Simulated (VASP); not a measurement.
# AlN: exact exchange and RPA correlation, part 2 of 7

Aim: total energies of AlN from exact exchange and RPA correlation, beside cheaper functionals. The scan starts from a database cell, scaled to the smallest volume of the series. The cell is of the wurtzite type, one of the forms listed for this formula. The start is a cell from a database of measured crystal structures.

VASP 6.6.1, plane waves and PAW; the level of theory is named at each step.

So far. Step 3 (Exact exchange, volume ratio 0.92): The Hartree-Fock energy on these orbitals is -12.8167 eV an atom. Step 4 (Empty bands, volume ratio 0.92): WAVECAR now holds 1200 bands for 16 electrons. Its independent-particle dielectric tensor has xx, yy, zz = 4.6, 4.6, 4.7 on this mesh, which isn't tested for convergence in mesh or bands and lacks local fields.

The database entry behind the starting cell differs from later determinations by our own check (inner coordinate u about 0.002 short), so it need not match the best structure at ambient conditions.

### Step 5. RPA correlation, volume ratio 0.92

This step: RPA correlation on LDA orbitals; plane waves and PAW (Al_GW, N_GW) (VASP 6.6.1).

The RPA correlation energy follows from the response function on imaginary frequencies; VASP computes it for a row of response cutoffs and extrapolates.

Input file INCAR:

```
SYSTEM = AlN
PREC = Accurate
ENCUT = 570
ISMEAR = 0
SIGMA = 0.05
LREAL = .FALSE.
GGA = CA
NBANDS = 1200
ALGO = ACFDT
ENCUTGW = 160
NOMEGA = 12
PRECFOCK = Fast
LWAVE = .FALSE.
LCHARG = .FALSE.
```

Input file POSCAR:

```
AlN
1.0
    3.0276690160      0.0000000000      0.0000000000
   -1.5138345080      2.6220382821      0.0000000000
    0.0000000000      0.0000000000      4.8444649434
Al N
2 2
Direct
    0.6666666667      0.3333333333      0.5000000000
    0.3333333333      0.6666666667      0.0000000000
    0.6666666667      0.3333333333      0.8800000000
    0.3333333333      0.6666666667      0.3800000000
```

Input file KPOINTS:

```
Automatic mesh
0
Gamma
6 6 4
0 0 0
```

Potentials, in the order of the species: Al_GW and N_GW (LDA family, release 64).

Run with:

```bash
$ mpirun -np 4 vasp_std
```

Log:

```text
[banner, memory and clock lines left out]
running    4 mpi-ranks, on    1 nodes
 distrk:  each k-point on    4 cores,    1 groups
 distr:  one band on    1 cores,    4 groups

 POSCAR found type information on POSCAR AlN
 POSCAR found :  2 types and       4 ions
 LDA part: xc-table for (Slater(with rela. corr.)+CA(PZ))
 , standard interpolation
 found WAVECAR, reading the header
 POSCAR, INCAR and KPOINTS ok, starting setup
 FFT: planning ... GRIDC
 FFT: planning ... GRID_SOFT
 FFT: planning ... GRID
 reading WAVECAR
 the WAVECAR file was read successfully
 initial charge from wavefunction
 available memory per node:    127.50 GB, setting MAXMEM to    130563

 The Fermi energy was updated, please check that it is located mid-gap
 values below the HOMO (VB) or above the LUMO (CB) will cause erroneous energies
 E-fermi :   8.2108

 the WAVEDER file was read successfully
 set NWRITE>2 for more details about minimax calculation
 number of imaginary grid points requested:      12
 number of distinct grids requested:  1
 quadrature errors minimized for energies in [ 0.493E+01, 0.571E+03 ]
 bosonic grid (T=0, re) determined with error: 0.2668E-08
 bosonic grid (re): 0.2668E-08
       1.0695       3.4314       6.5240      11.0583      18.1477
      29.6420      48.7295      81.0881     137.3245     239.3473
     444.8183    1023.3517
energies w=
    0.000    1.070    0.000    3.431    0.000    6.524    0.000   11.058
    0.000   18.148    0.000   29.642    0.000   48.730    0.000   81.088
    0.000  137.324    0.000  239.347    0.000  444.818    0.000 1023.352
 responsefunction array rank=     188
 LDA part: xc-table for (Slater(with rela. corr.)+CA(PZ))
 , standard interpolation

 min. memory requirement per mpi rank    957.3 MB, per node   3829.1 MB

 allocating   3 responsefunctions rank=   188
 shmem allocating  12 responsefunctions rank=   188
 response function shared by NCSHMEM nodes    1
 Doing            3  frequencies on each core in blocks of           12
NQ=   1    0.0000    0.0000    0.0000,
|.........|.........|.........|.........
 performed      16391000 updates of chi_q(r,r)
 total number of BLAS operations       4391.56 Gflops
NQ=   2    0.1667   -0.0000    0.0000,
|.........|.........|.........|.........
 performed      32782000 updates of chi_q(r,r)
 total number of BLAS operations       8136.89 Gflops
NQ=   3    0.3333    0.0000    0.0000,
|.........|.........|.........|.........
 performed      49173000 updates of chi_q(r,r)
 total number of BLAS operations      12016.38 Gflops
NQ=   4    0.5000   -0.0000    0.0000,
|.........|.........|.........|.........
 performed      65564000 updates of chi_q(r,r)
 total number of BLAS operations      15806.16 Gflops
NQ=   5    0.1667    0.1667    0.0000,
|.........|.........|.........|.........
 performed      81955000 updates of chi_q(r,r)
 total number of BLAS operations      19822.15 Gflops
NQ=   6    0.3333    0.1667    0.0000,
|.........|.........|.........|.........
 performed      98346000 updates of chi_q(r,r)
 total number of BLAS operations      24023.83 Gflops
NQ=   7    0.3333    0.3333    0.0000,
|.........|.........|.........|.........
 performed     114737000 updates of chi_q(r,r)
 total number of BLAS operations      28415.40 Gflops
NQ=   8    0.0000    0.0000    0.2500,
|.........|.........|.........|.........
 performed     131128000 updates of chi_q(r,r)
 total number of BLAS operations      32570.26 Gflops
NQ=   9    0.1667   -0.0000    0.2500,
|.........|.........|.........|.........
 performed     147519000 updates of chi_q(r,r)
 total number of BLAS operations      36449.74 Gflops
NQ=  10    0.3333    0.0000    0.2500,
|.........|.........|.........|.........
 performed     163910000 updates of chi_q(r,r)
 total number of BLAS operations      40604.61 Gflops
NQ=  11    0.5000   -0.0000    0.2500,
|.........|.........|.........|.........
 performed     180301000 updates of chi_q(r,r)
 total number of BLAS operations      44666.63 Gflops
NQ=  12    0.1667    0.1667    0.2500,
|.........|.........|.........|.........
 performed     196692000 updates of chi_q(r,r)
 total number of BLAS operations      48774.94 Gflops
NQ=  13    0.3333    0.1667    0.2500,
|.........|.........|.........|.........
 performed     213083000 updates of chi_q(r,r)
 total number of BLAS operations      52976.62 Gflops
NQ=  14    0.3333    0.3333    0.2500,
|.........|.........|.........|.........
 performed     229474000 updates of chi_q(r,r)
 total number of BLAS operations      57225.38 Gflops
NQ=  15    0.0000    0.0000    0.5000,
|.........|.........|.........|.........
 performed     245865000 updates of chi_q(r,r)
 total number of BLAS operations      61380.24 Gflops
NQ=  16    0.1667   -0.0000    0.5000,
|.........|.........|.........|.........
 performed     262256000 updates of chi_q(r,r)
 total number of BLAS operations      65819.93 Gflops
NQ=  17    0.3333    0.0000    0.5000,
|.........|.........|.........|.........
 performed     278647000 updates of chi_q(r,r)
 total number of BLAS operations      69881.95 Gflops
NQ=  18    0.5000   -0.0000    0.5000,
|.........|.........|.........|.........
 performed     295038000 updates of chi_q(r,r)
 total number of BLAS operations      74130.71 Gflops
NQ=  19    0.1667    0.1667    0.5000,
|.........|.........|.........|.........
 performed     311429000 updates of chi_q(r,r)
 total number of BLAS operations      78192.73 Gflops
NQ=  20    0.3333    0.1667    0.5000,
|.........|.........|.........|.........
 performed     327820000 updates of chi_q(r,r)
 total number of BLAS operations      82347.59 Gflops
NQ=  21    0.3333    0.3333    0.5000,
|.........|.........|.........|.........
 performed     344211000 updates of chi_q(r,r)
 total number of BLAS operations      86884.32 Gflops
 entering main loop
```

Run time: 22 min. Hardware: 4 MPI ranks of Intel Xeon Platinum 8259CL at 2.50GHz (Skylake/Cascade Lake), shared host; peak memory 4.5 GiB.

From OUTCAR (step 5):

```text
   k-points           NKPTS =     21   k-points in BZ     NKDIM =    144   number of bands    NBANDS=   1200

   NELECT =      16.0000    total number of electrons

 E-fermi :   8.2108

 Hartree contr. to MP2           -0.706375      0.000000

 Hartree contr. to MP2           -1.457254      0.000000

 Hartree contr. to MP2           -2.839068      0.000000

 Hartree contr. to MP2           -0.471130      0.000000

      cutoff energy     smooth cutoff   RPA   correlation   Hartree contr. to MP2

      cutoff energy     smooth cutoff   RPA   correlation   Hartree contr. to MP2
---------------------------------------------------------------------------------
            160.000           128.000      -21.9127114104      -34.8045236212
            152.381           121.905      -21.6503118854      -34.4704996229
            145.125           116.100      -21.3761739399      -34.1163217595
            138.214           110.571      -21.0880743507      -33.7386980559
            131.632           105.306      -20.7902665808      -33.3427092181
            125.364           100.291      -20.4791000524      -32.9225426395
            119.394            95.516      -20.1570027401      -32.4810205664
            113.709            90.967      -19.8253897166      -32.0186741150
  linear regression

  converged value                          -25.0008980429      -38.9480330443

[... 8 parts as in an earlier step ...]

[... 1 further part left out ...]
```

Numbers from this step:

- RPA correlation energy: -25.00 eV

Extrapolated by the program to an infinite response cutoff, the correlation energy is -6.2502 eV an atom. With exact exchange the total is -19.0669 eV an atom.

### Step 6. Comparison: r2SCAN, volume ratio 0.92

This step: r2SCAN; plane waves and PAW (Al_GW, N_GW) (VASP 6.6.1).

For comparison the same cell is computed with r2SCAN.

Input file INCAR:

```
SYSTEM = AlN
PREC = Accurate
ENCUT = 570
EDIFF = 1E-06
NELM = 100
ISMEAR = 0
SIGMA = 0.05
LREAL = .FALSE.
ALGO = Normal
METAGGA = R2SCAN
LASPH = .TRUE.
NBANDS = 14
LWAVE = .FALSE.
LCHARG = .FALSE.
KPAR = 4
```

POSCAR is that of step 5.

KPOINTS is that of step 5.

Run with:

```bash
$ mpirun -np 4 vasp_std
```

Log:

```text
[banner, memory and clock lines left out]
running    4 mpi-ranks, on    1 nodes
 distrk:  each k-point on    1 cores,    4 groups
 distr:  one band on    1 cores,    1 groups

 POSCAR found type information on POSCAR AlN
 POSCAR found :  2 types and       4 ions
|                                                                             |
|               ----> ADVICE to this user running VASP <----                  |
|                                                                             |
|     You enforced a specific xc type in the INCAR file but a different       |
|     [... a line on the potential file left out ...]
|     I HOPE YOU KNOW WHAT YOU ARE DOING!                                     |
|                                                                             |

 LDA part: xc-table for (None), standard interpolation
 POSCAR, INCAR and KPOINTS ok, starting setup
 FFT: planning ... GRIDC
 FFT: planning ... GRID_SOFT
 FFT: planning ... GRID
 WAVECAR not read
 entering main loop
       N       E                     dE             d eps       ncg     rms          rms(c)
DAV:   1    -0.149730102240E+02   -0.14973E+02   -0.82271E+03   588   0.116E+03
DAV:   2    -0.119751074256E+03   -0.10478E+03   -0.92277E+02   860   0.338E+02
DAV:   3    -0.125286873227E+03   -0.55358E+01   -0.54877E+01   810   0.626E+01
DAV:   4    -0.125376996448E+03   -0.90123E-01   -0.90050E-01   702   0.106E+01
DAV:   5    -0.125379899228E+03   -0.29028E-02   -0.29022E-02   830   0.161E+00    0.123E+01
DAV:   6    -0.115634341497E+03    0.97456E+01   -0.10774E+01   784   0.308E+01    0.326E+00
DAV:   7    -0.115876825737E+03   -0.24248E+00   -0.16636E+00   796   0.973E+00    0.224E+00
DAV:   8    -0.115924442449E+03   -0.47617E-01   -0.88935E-02   694   0.549E+00    0.738E-01
DAV:   9    -0.115914007950E+03    0.10434E-01   -0.34962E-02   978   0.241E+00    0.838E-02
DAV:  10    -0.115914211517E+03   -0.20357E-03   -0.97353E-04   732   0.296E-01    0.575E-02
DAV:  11    -0.115914173503E+03    0.38014E-04   -0.19316E-04   978   0.192E-01    0.245E-03
DAV:  12    -0.115914174874E+03   -0.13709E-05   -0.38949E-06   810   0.220E-02    0.400E-03
DAV:  13    -0.115914174572E+03    0.30253E-06   -0.72987E-07   624   0.124E-02
   1 F= -.11591417E+03 E0= -.11591417E+03  d E =-.224305E-15
```

It took 14 s on 4 MPI ranks; peak memory 0.63 GiB.

From OUTCAR (step 6):

```text
   NELECT =      16.0000    total number of electrons

 E-fermi :   6.0118

 k-point     1 :       0.0000    0.0000    0.0000
  band No.  band energies     occupation
    ...
      4       4.8478      2.00000
      5       4.8478      2.00000
      6       5.5380      2.00000
      7       5.5380      2.00000
      8       5.7496      2.00000
      9      11.4096      0.00000
     10      13.9789      0.00000
     11      18.0554      0.00000
     12      18.3722      0.00000
     13      18.3722      0.00000
    ...

  Total        4.3238939      4.3238939      4.6121488      0.0000000      0.0000000      0.0000000
  in kB      180.1326218    180.1326218    192.1412668      0.0000000      0.0000000      0.0000000
  external PRESSURE =     184.1355035 kB  Pullay stress =       0.0000000 kB

 POSITION                                       TOTAL-FORCE (eV/Angst)
 -----------------------------------------------------------------------------------
      1.51383      0.87401      2.42223        -0.000000      0.000000     -0.192385
     -0.00000      1.74803      0.00000         0.000000     -0.000000     -0.192385
      1.51383      0.87401      4.26313        -0.000000      0.000000      0.192385
     -0.00000      1.74803      1.84090         0.000000      0.000000      0.192385
 -----------------------------------------------------------------------------------
    total drift:                               -0.000000     -0.000000     -0.014314

  FREE ENERGIE OF THE ION-ELECTRON SYSTEM (eV)
  ---------------------------------------------------
  free  energy   TOTEN  =      -115.9141745717 eV

  energy  without entropy=     -115.9141745717  energy(sigma->0) =     -115.91417457

[... 9 parts as in an earlier step ...]

[... 7 further parts left out ...]
```

The PAW data sets were made with LDA, a small mismatch for this functional.

This step gave:

```
free energy (TOTEN)            : -115.9142 eV
Fermi energy                   : 6.012 eV
pressure                       : 18.41 GPa
gap on the k-mesh              : 5.660 eV
least direct gap on the k-mesh : 5.660 eV
```

Its energy is -28.9785 eV an atom, on a zero of its own.

### Step 7. Orbitals for comparison: HSE06, volume ratio 0.92

This step: LDA; plane waves and PAW (Al_GW, N_GW) (VASP 6.6.1).

A hybrid converges faster from good orbitals, so a cheap LDA run writes WAVECAR first.

Input file INCAR:

```
SYSTEM = AlN
PREC = Accurate
ENCUT = 570
EDIFF = 1E-05
NELM = 100
ISMEAR = 0
SIGMA = 0.05
LREAL = .FALSE.
ALGO = Normal
GGA = CA
NBANDS = 14
LORBIT = 11
LWAVE = .TRUE.
LCHARG = .FALSE.
KPAR = 4
```

POSCAR is that of step 6.

KPOINTS is that of step 6.

Run with:

```bash
$ mpirun -np 4 vasp_std
```

Log:

```text
[... set-up lines as in an earlier step ...]
 entering main loop
       N       E                     dE             d eps       ncg     rms          rms(c)
[... 11 cycles as in an earlier step ...]
DAV:  12    -0.328040081998E+02    0.93865E-07   -0.13137E-06   528   0.111E-02
   1 F= -.32804008E+02 E0= -.32804008E+02  d E =-.146318E-10
 writing wavefunctions
```

It took 3.4 s on 4 MPI ranks; peak memory 0.55 GiB; 12 s of CPU time.

OUTCAR, selected parts (step 7):

```text
   NELECT =      16.0000    total number of electrons

 E-fermi :   5.9467

 k-point     1 :       0.0000    0.0000    0.0000
  band No.  band energies     occupation
    ...
      4       4.8699      2.00000
      5       4.8699      2.00000
      6       5.5457      2.00000
      7       5.5457      2.00000
      8       5.7441      2.00000
      9      10.7429      0.00000
     10      13.0262      0.00000
     11      16.9069      0.00000
     12      17.3080      0.00000
     13      17.3080      0.00000
    ...

  Total        3.4251582      3.4251582      3.6872551      0.0000000      0.0000000      0.0000000
  in kB      142.6914593    142.6914593    153.6103662      0.0000000      0.0000000      0.0000000
  external PRESSURE =     146.3310949 kB  Pullay stress =       0.0000000 kB

 POSITION                                       TOTAL-FORCE (eV/Angst)
 -----------------------------------------------------------------------------------
      1.51383      0.87401      2.42223        -0.000000     -0.000000     -0.188096
     -0.00000      1.74803      0.00000         0.000000      0.000000     -0.188096
      1.51383      0.87401      4.26313        -0.000000     -0.000000      0.188096
     -0.00000      1.74803      1.84090         0.000000      0.000000      0.188096
 -----------------------------------------------------------------------------------
    total drift:                               -0.000000     -0.000000      0.001199

  FREE ENERGIE OF THE ION-ELECTRON SYSTEM (eV)
  ---------------------------------------------------
  free  energy   TOTEN  =       -32.8040081998 eV

  energy  without entropy=      -32.8040081998  energy(sigma->0) =      -32.80400820

[... 10 parts as in an earlier step ...]

[... 7 further parts left out ...]
```

This step gave:

* free energy (TOTEN): -32.80 eV
* Fermi energy: 5.947 eV
* pressure: 14.63 GPa
* gap on the k-mesh: 4.934 eV
* least direct gap on the k-mesh: 4.999 eV

The run ends at a pressure of 14.63 GPa, with forces up to 0.19 eV/Å.

### Step 8. Comparison: HSE06, volume ratio 0.92

This step: HSE06; plane waves and PAW (Al_GW, N_GW) (VASP 6.6.1).

For comparison the same cell is computed with HSE06.

Input file INCAR:

```
SYSTEM = AlN
PREC = Accurate
ENCUT = 570
EDIFF = 1E-06
NELM = 100
ISMEAR = 0
SIGMA = 0.05
LREAL = .FALSE.
ALGO = Normal
LHFCALC = .TRUE.
AEXX = 0.25
GGA = PE
HFSCREEN = 0.2
LASPH = .TRUE.
NBANDS = 14
PRECFOCK = Fast
LWAVE = .FALSE.
LCHARG = .FALSE.
KPAR = 4
```

POSCAR is that of step 7.

KPOINTS is that of step 7.

The run starts from files that an earlier step left in the folder.

Run with:

```bash
$ mpirun -np 4 vasp_std
```

Log:

```text
[banner, memory and clock lines left out]
running    4 mpi-ranks, on    1 nodes
 distrk:  each k-point on    1 cores,    4 groups
 distr:  one band on    1 cores,    1 groups

 POSCAR found type information on POSCAR AlN
 POSCAR found :  2 types and       4 ions
 [... a notice as in an earlier step ...]

 LDA part: xc-table for (Slater+PW92), standard interpolation
 found WAVECAR, reading the header
 POSCAR, INCAR and KPOINTS ok, starting setup
 FFT: planning ... GRIDC
 FFT: planning ... GRID_SOFT
 FFT: planning ... GRID
 reading WAVECAR
 the WAVECAR file was read successfully
 initial charge from wavefunction
 entering main loop
       N       E                     dE             d eps       ncg     rms          rms(c)
DAV:   1    -0.348632140626E+02   -0.34863E+02   -0.96323E-01   654   0.155E+01    0.763E-01
DAV:   2    -0.348657132932E+02   -0.24992E-02   -0.26491E-02   792   0.189E+00    0.511E-01
DAV:   3    -0.348609551282E+02    0.47582E-02   -0.52456E-03   828   0.673E-01    0.322E-01
DAV:   4    -0.348602824145E+02    0.67271E-03   -0.11058E-03   804   0.237E-01    0.212E-01
DAV:   5    -0.348599693228E+02    0.31309E-03   -0.10043E-04   762   0.187E-01    0.122E-01
DAV:   6    -0.348598567756E+02    0.11255E-03   -0.54990E-05   780   0.129E-01    0.666E-02
DAV:   7    -0.348598220387E+02    0.34737E-04   -0.13308E-05   798   0.626E-02    0.374E-02
DAV:   8    -0.348598101868E+02    0.11852E-04   -0.31644E-06   708   0.288E-02    0.218E-02
DAV:   9    -0.348598063236E+02    0.38632E-05   -0.10756E-06   456   0.161E-02    0.127E-02
DAV:  10    -0.348598051336E+02    0.11900E-05   -0.74932E-07   438   0.884E-03    0.748E-03
DAV:  11    -0.348598048212E+02    0.31242E-06   -0.21987E-07   438   0.449E-03
   1 F= -.34859805E+02 E0= -.34859805E+02  d E =-.131326E-12
```

The job ended after 3.9 min (4 MPI ranks; peak memory 1.1 GiB).

Parts of OUTCAR (step 8):

```text
   k-points           NKPTS =     21   k-points in BZ     NKDIM =    144   number of bands    NBANDS=     14

   NELECT =      16.0000    total number of electrons

 E-fermi :   5.2888

 k-point     1 :       0.0000    0.0000    0.0000
  band No.  band energies     occupation
    ...
      4       4.1012      2.00000
      5       4.1012      2.00000
      6       4.8419      2.00000
      7       4.8419      2.00000
      8       5.0590      2.00000
      9      11.4736      0.00000
     10      13.9924      0.00000
     11      18.2948      0.00000
     12      18.4971      0.00000
     13      18.4971      0.00000
    ...

 POSITION                                       TOTAL-FORCE (eV/Angst)
 -----------------------------------------------------------------------------------
      1.51383      0.87401      2.42223        -0.000000     -0.000000     -0.197093
     -0.00000      1.74803      0.00000         0.000000      0.000000     -0.197093
      1.51383      0.87401      4.26313         0.000000     -0.000000      0.197093
     -0.00000      1.74803      1.84090        -0.000000      0.000000      0.197093
 -----------------------------------------------------------------------------------
    total drift:                                0.000000      0.000000     -0.001360

  FREE ENERGIE OF THE ION-ELECTRON SYSTEM (eV)
  ---------------------------------------------------
  free  energy   TOTEN  =       -34.8598048212 eV

  energy  without entropy=      -34.8598048212  energy(sigma->0) =      -34.85980482

[... 9 parts as in an earlier step ...]

[... 7 further parts left out ...]
```

Numbers from this step:

```yaml
free_energy_toten: -34.86 eV
fermi_energy: 5.289 eV
gap_on_the_k_mesh: 6.415 eV
least_direct_gap_on_the_k_mesh: 6.415 eV
```

Its energy is -8.7150 eV an atom, on a zero of its own.

(Part 2 of 7 ends here.)

[Lines on the potential files, build, host, timing and source positions are cut from VASP's logs without a mark.]

[Logs are printed without paths, hosts, clocks, repeated set-up lines and the standing remarks that a program may print on its own settings, such as how far it seeks lower states.]

[Hosts, paths, dates, database ids (printed as entryN), source tags and the programs' standing remarks are cut or masked in the printed files.]

[Pressures printed for these runs are not shown converged in the cutoff: they can be off by several GPa and have the wrong sign.]
